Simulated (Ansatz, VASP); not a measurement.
# TaTeSe (2H-TaSeTe bilayer, 2H (AA')) in two plane-wave programs, part 2 of 2

One calculation is typed for both programs; each brings its own data sets. How far apart do they land? The structure shown is the start of the Ansatz relaxation below; VASP solves that cell, so the two are compared at the walk's first step.

VASP 6.6.1 and Ansatz 0.2.0.

So far: The starting structure; Ansatz: relaxation, PBE with D3(BJ).

## 3. VASP: single point, PBE with D3(BJ), start cell

Level of this step: PBE with D3(BJ), spin-polarised from a ferrimagnetic start; plane waves and PAW (Te, Ta_pv, Se) (VASP).

The same cell, functional, mesh and smearing now go to VASP, with its own data sets.

Lines of VASP's logs that name or quote its potential files are left out, and so is its time.

Input file INCAR:

```
SYSTEM = TaTeSe
PREC = Accurate
ENCUT = 400
EDIFF = 1E-06
NELM = 200
ISMEAR = -1
SIGMA = 0.05
LREAL = .FALSE.
ALGO = Normal
GGA = PE
IVDW = 12
NBANDS = 33
ISPIN = 2
MAGMOM = -0.01 0.01 -0.07 0.12 -0.01 0.02
LASPH = .TRUE.
LMAXMIX = 4
LORBIT = 11
LWAVE = .FALSE.
LCHARG = .FALSE.
ISIF = 2
LDIPOL = .TRUE.
IDIPOL = 3
DIPOL = 0.5 0.5 0.274
LVHAR = .TRUE.
GGA_COMPAT = .FALSE.
NELMDL = -8
KPAR = 2
```

Input file POSCAR:

```
TaTeSe
1.0
    3.7222600000      0.0000000000      0.0000000000
   -1.8611300000      3.2235720000      0.0000000000
    0.0000000000      0.0000000000     45.0297670000
Te Ta Se
2 2 2
Direct
    0.3333333333      0.6666666667      0.1554527253
    0.0000000000      0.0000000000      0.3088499658
    0.0000000000      0.0000000000      0.1996813797
    0.3333333333      0.6666666667      0.3530786202
    0.3333333333      0.6666666667      0.2377858628
    0.0000000000      0.0000000000      0.3911831034
```

Input file KPOINTS:

```
Automatic mesh
0
Gamma
9 9 1
0 0 0
```

PAW data sets: Te, Ta_pv and Se (PBE family, release 64).

The run is started by

```console
$ mpirun -np 2 vasp_std
```

Numbers of over 12 decimals in the logs are rounded to 6 here.

The log of the run:

```text
[banner, memory and clock lines left out]
running    2 mpi-ranks, on    1 nodes
 distrk:  each k-point on    1 cores,    2 groups
 distr:  one band on    1 cores,    1 groups

 POSCAR found type information on POSCAR TeTaSe
 POSCAR found :  3 types and       6 ions
 LDA part: xc-table for (Slater+PW92), standard interpolation
 POSCAR, INCAR and KPOINTS ok, starting setup
 FFT: planning ... GRIDC
 FFT: planning ... GRID_SOFT
 FFT: planning ... GRID
 WAVECAR not read
 entering main loop
       N       E                     dE             d eps       ncg     rms          rms(c)
DAV:   1     0.250908571493E+03    0.25091E+03   -0.17045E+04  1968   0.829E+02
DAV:   2    -0.128656238603E+02   -0.26377E+03   -0.25606E+03  2188   0.187E+02
DAV:   3    -0.412547051587E+02   -0.28389E+02   -0.28044E+02  2015   0.572E+01
DAV:   4    -0.423242277420E+02   -0.10695E+01   -0.10617E+01  2312   0.123E+01
DAV:   5    -0.423396842489E+02   -0.15457E-01   -0.15415E-01  2215   0.155E+00
DAV:   6    -0.423400355380E+02   -0.35129E-03   -0.35095E-03  2376   0.218E-01
DAV:   7    -0.423400456591E+02   -0.10121E-04   -0.10118E-04  2288   0.376E-02
DAV:   8    -0.423400460286E+02   -0.36947E-06   -0.36975E-06  2144   0.638E-03    0.161E+01
DAV:   9    -0.400584827671E+02    0.22816E+01   -0.84280E+00  1743   0.151E+01    0.887E+00
DAV:  10    -0.433350114083E+02   -0.32765E+01   -0.37151E+01  2131   0.133E+01    0.765E+00
DAV:  11    -0.476066721526E+02   -0.42717E+01   -0.54021E+01  2364   0.209E+01    0.133E+01
DAV:  12    -0.409029620007E+02    0.67037E+01   -0.70469E+01  2340   0.164E+01    0.496E+00
DAV:  13    -0.397912673314E+02    0.11117E+01   -0.30224E+00  1831   0.658E+00    0.237E+00
DAV:  14    -0.396250590588E+02    0.16621E+00   -0.73287E-01  1972   0.294E+00    0.176E+00
[...]
DAV:  51    -0.395490053348E+02   -0.14352E-04   -0.29257E-07  1077   0.185E-03    0.374E-03
DAV:  52    -0.395490200940E+02   -0.14759E-04   -0.15629E-07  1002   0.120E-03    0.274E-03
DAV:  53    -0.395490389537E+02   -0.18860E-04   -0.54099E-07  1170   0.174E-03    0.148E-03
DAV:  54    -0.395490435399E+02   -0.45862E-05   -0.19494E-07  1010   0.900E-04    0.712E-04
DAV:  55    -0.395490471869E+02   -0.36470E-05   -0.26169E-08   912   0.433E-04    0.674E-04
DAV:  56    -0.395490501661E+02   -0.29792E-05   -0.13724E-08   967   0.285E-04    0.396E-04
DAV:  57    -0.395490517401E+02   -0.15739E-05   -0.99658E-09   901   0.249E-04    0.981E-05
DAV:  58    -0.395490522102E+02   -0.47012E-06   -0.17556E-09   825   0.147E-04
   1 F= -.41691999E+02 E0= -.41661879E+02  d E =-.602409E-01  mag=    -0.0000
```

From OUTCAR (step 3):

```text
ion  position               nearest neighbor table
   1  0.333  0.667  0.155-   3 2.93   3 2.93   3 2.93
   2  0.000  0.000  0.309-   4 2.93   4 2.93   4 2.93
   3  0.000  0.000  0.200-   5 2.75   5 2.75   5 2.75   1 2.93   1 2.93   1 2.93
   4  0.333  0.667  0.353-   6 2.75   6 2.75   6 2.75   2 2.93   2 2.93   2 2.93
   5  0.333  0.667  0.238-   3 2.75   3 2.75   3 2.75
   6  0.000  0.000  0.391-   4 2.75   4 2.75   4 2.75

  LATTYP: Found a hexagonal cell.
 ALAT       =     3.7222600000
 C/A-ratio  =    12.0974265634

 Subroutine GETGRP returns: Found  6 space group operations
 (whereof  6 operations were pure point group operations)

The static configuration has the point symmetry C_3v.

 Found     12 irreducible k-points:

   k-points           NKPTS =     12   k-points in BZ     NKDIM =     12   number of bands    NBANDS=     33

   dimension x,y,z NGX =    24 NGY =   24 NGZ =  294
   dimension x,y,z NGXF=    48 NGYF=   48 NGZF=  588

   ENCUT  =  400.0 eV  29.40 Ry    5.42 a.u.   6.07  6.07 73.43*2*pi/ulx,y,z

   NELECT =      46.0000    total number of electrons

 k-points in reciprocal lattice and weights: Automatic mesh
   0.00000000  0.00000000  0.00000000       0.012
   0.11111111  0.00000000  0.00000000       0.074
   0.22222222  0.00000000  0.00000000       0.074
   0.33333333 -0.00000000  0.00000000       0.074
   0.44444444  0.00000000  0.00000000       0.074
   0.11111111  0.11111111  0.00000000       0.074
   0.22222222  0.11111111  0.00000000       0.148
   0.33333333  0.11111111  0.00000000       0.148
   0.44444444  0.11111111  0.00000000       0.074
   0.22222222  0.22222222  0.00000000       0.074
   0.33333333  0.22222222  0.00000000       0.148
   0.33333333  0.33333333  0.00000000       0.025

 dipolmoment           0.000000      0.000000      0.027893 electrons x Angstroem

 average (electrostatic) potential at core
       1 -96.1992       2 -96.2187       3 -45.8674       4 -45.8824       5 -60.3133
       6 -60.2418

 E-fermi :  -2.2228

 spin component 1
 k-point     1 :       0.0000    0.0000    0.0000
  band No.  band energies     occupation
    ...
     18      -3.3168      1.00000
     19      -2.7047      0.99993
     20      -2.7047      0.99993
     21      -2.6648      0.99986
     22      -2.6648      0.99986
     23      -1.8401      0.00047
     24      -1.5343      0.00000
     25       0.1917      0.00000
     26       0.1917      0.00000
     27       0.2585      0.00000
    ...

 k-point     2 :       0.1111    0.0000    0.0000
  band No.  band energies     occupation
    ...
     18      -3.4634      1.00000
     19      -3.0039      1.00000
     20      -2.9454      1.00000
     21      -2.8580      1.00000
     22      -2.8206      0.99999
     23      -1.9105      0.00194
     24      -1.7604      0.00010
     25      -0.0165      0.00000
     26       0.0969      0.00000
     27       0.1554      0.00000
    ...

 k-point     3 :       0.2222    0.0000    0.0000
  band No.  band energies     occupation
    ...
     19      -3.6106      1.00000
     20      -3.2645      1.00000
     21      -3.0216      1.00000
     22      -3.0058      1.00000
     23      -2.2610      0.68244
     24      -2.2092      0.43235
     25      -0.3767      0.00000
     26      -0.1603      0.00000
     27      -0.0605      0.00000
     28       0.0806      0.00000
    ...

 k-point     4 :       0.3333   -0.0000    0.0000
  band No.  band energies     occupation
    ...
     20      -3.5153      1.00000
     21      -3.0197      1.00000
     22      -2.9373      1.00000
     23      -2.6309      0.99972
     24      -2.5281      0.99778
     25      -0.2425      0.00000
     26      -0.1171      0.00000
     27      -0.0596      0.00000
     28      -0.0284      0.00000
     29       0.5698      0.00000
    ...

 k-point     5 :       0.4444    0.0000    0.0000
  band No.  band energies     occupation
    ...
     20      -3.6716      1.00000
     21      -2.9928      1.00000
     22      -2.8607      1.00000
     23      -2.6650      0.99986
     24      -2.5425      0.99833
     25      -0.0031      0.00000
     26       0.0279      0.00000
     27       0.0870      0.00000
     28       0.1910      0.00000
     29       0.6514      0.00000
    ...

 k-point     6 :       0.1111    0.1111    0.0000
  band No.  band energies     occupation
    ...
     18      -3.9092      1.00000
     19      -3.4696      1.00000
     20      -3.3504      1.00000
     21      -2.9839      1.00000
     22      -2.9170      1.00000
     23      -2.0845      0.05920
     24      -2.0654      0.04121
     25      -0.3871      0.00000
     26      -0.1822      0.00000
     27      -0.0002      0.00000
    ...

 Edisp (eV)   -2.14295

  Total     -11.10506   -11.10506   -13.11408    -0.00000    -0.00000    -0.00000
  in kB     -32.92969   -32.92969   -38.88702    -0.00000    -0.00000    -0.00000
  external pressure =      -34.92 kB  Pullay stress =        0.00 kB

  energy-cutoff  :      400.00
  volume of cell :      540.31
      direct lattice vectors                 reciprocal lattice vectors
     3.722260000  0.000000000  0.000000000     0.268653990  0.155107440  0.000000000
    -1.861130000  3.223572000  0.000000000     0.000000000  0.310214880  0.000000000
     0.000000000  0.000000000 45.029767000     0.000000000  0.000000000  0.022207532

 POSITION                                       TOTAL-FORCE (eV/Angst)
 -----------------------------------------------------------------------------------
     -0.00000      2.14905      7.00000        -0.000000      0.000000      1.603657
      0.00000      0.00000     13.90744        -0.000000      0.000000      1.525556
      0.00000      0.00000      8.99161         0.000000     -0.000000      0.285138
     -0.00000      2.14905     15.89905        -0.000000     -0.000000      0.238919
     -0.00000      2.14905     10.70744        -0.000000      0.000000     -1.806659
      0.00000      0.00000     17.61488         0.000000      0.000000     -1.846612
 -----------------------------------------------------------------------------------
    total drift:                                0.000000      0.000000     -0.000138

  FREE ENERGIE OF THE ION-ELECTRON SYSTEM (eV)
  ---------------------------------------------------
  free  energy   TOTEN  =       -41.6919992993 eV

  energy  without entropy=      -41.6317583853  energy(sigma->0) =      -41.66187884

 vacuum level on the upper side and lower side of the slab         3.054         2.634

 total charge
# of ion       s       p       d       tot
------------------------------------------
    1        1.382   1.953   0.039   3.374
    2        1.387   1.941   0.041   3.369
    3        0.263   6.106   2.157   8.526
    4        0.265   6.107   2.151   8.523
    5        1.469   2.289   0.035   3.792
    6        1.469   2.287   0.033   3.789
--------------------------------------------------
tot          6.234  20.683   4.457  31.374

 magnetization (x)
# of ion       s       p       d       tot
------------------------------------------
    1       -0.000  -0.000  -0.000  -0.000
    2       -0.000  -0.000  -0.000  -0.000
    3       -0.000  -0.000  -0.000  -0.000
    4       -0.000  -0.000  -0.000  -0.000
    5       -0.000  -0.000  -0.000  -0.000
    6       -0.000  -0.000  -0.000  -0.000
--------------------------------------------------
tot         -0.000  -0.000  -0.000  -0.000

[... 5 further parts left out ...]
```

## 4. Comparison

Known differences besides the potentials themselves: VASP starts from the moments at which Ansatz ended; Ansatz cuts the interaction across the vacuum, VASP repeats the sheet with a dipole correction; the data sets hold 90 valence electrons in Ansatz (on its default PAW (the set named soft_2) files) and 46 in VASP; the cutoff is 420 eV in Ansatz and 400 eV in VASP. Total energies have different zeros and are not compared.

Forces (eV/Å; atoms numbered as in POSCAR):

| atom | Ansatz x, y, z | VASP x, y, z |
| --- | --- | --- |
| Te1 | 0.000, 0.000, 1.581 | 0.000, 0.000, 1.604 |
| Te2 | 0.000, 0.000, 1.497 | 0.000, 0.000, 1.526 |
| Ta3 | 0.000, 0.000, 0.288 | 0.000, 0.000, 0.285 |
| Ta4 | 0.000, 0.000, 0.252 | 0.000, 0.000, 0.239 |
| Se5 | 0.000, 0.000, -1.792 | 0.000, 0.000, -1.807 |
| Se6 | 0.000, 0.000, -1.827 | 0.000, 0.000, -1.847 |

The forces differ by 11 meV/Å r.m.s., which is 1.3 % of the r.m.s. force of 0.807 eV/Å (both taken over all components). Moments aren't recorded for both runs of this pair, so they may hold unlike magnetic states. With vacuum in the cell, a pressure given here is an average over mostly empty space and none of the material.

## 5. What came out

| Quantity | Value |
| --- | --- |
| r.m.s. force difference (single point, PBE with D3(BJ), start cell) | 1.3 % of the r.m.s. force |

What this shows: The r.m.s. force difference is 1.3 % of the r.m.s. force (single point, PBE with D3(BJ), start cell), within the 3 % picked in this series as the mark of a large difference. The data sets hold unlike numbers of valence electrons (90 in Ansatz and 46 in VASP), so part of the differences comes from the potentials. 1 further run of this series is not shown here. How closely two codes agree says nothing of how well the functional describes the real material.

[Lines on the potential files, build, host, timing and source positions are cut from VASP's logs without a mark.]

[Logs are printed without paths, hosts, clocks, repeated set-up lines and the standing remarks that a program may print on its own settings, such as how far it seeks lower states.]

[Hosts, paths, dates, database ids (printed as entryN), source tags and the programs' standing remarks are cut or masked in the printed files.]
